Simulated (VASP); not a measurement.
Input:

```xyz
3
Lattice="1.5130 -2.6206 0.0000 1.5130 2.6206 0.0000 0.0000 0.0000 3.2295" Properties=species:S:1:pos:R:3 pbc="T T T"
Ti     1.5130    -2.6206     0.0000
B      1.5130     0.8735     1.6148
B      1.5130    -0.8735     1.6148
```

Level of theory: r2SCAN meta-GGA, VASP's PBE PAW potentials (set 64) (plane waves; VASP). Settings: 600 eV cut-off, 10×10×10 Γ-centred mesh, first-order Methfessel-Paxton smearing of 0.10 eV, potentials Ti_sv B.

Energy and stress use the plane-wave basis of the starting cell.

The ions, cell shape and volume at an external pressure of 20.0 GPa are relaxed. What does this cell relax into?

```xyz
3
Lattice="1.4839 -2.5702 0.0000 1.4839 2.5702 0.0000 0.0000 0.0000 3.1374" Properties=species:S:1:pos:R:3 pbc="T T T"
Ti     0.0000     0.0000     0.0000
B      1.4839     0.8568     1.5687
B      1.4839    -0.8568     1.5687
```
Space group P6/mmm (191), at a tolerance of 0.03 Å.

How do energy and volume change from the first to the last step?

The energy (σ→0) changes by +33.2 meV/atom and the volume by -6.6 %, in 9 ionic steps.

The compound is TiB2 in the AlB2 type structure. This run relaxes it under an external pressure of 20 GPa. Symmetry was kept, so distortions that lower it aren't found.
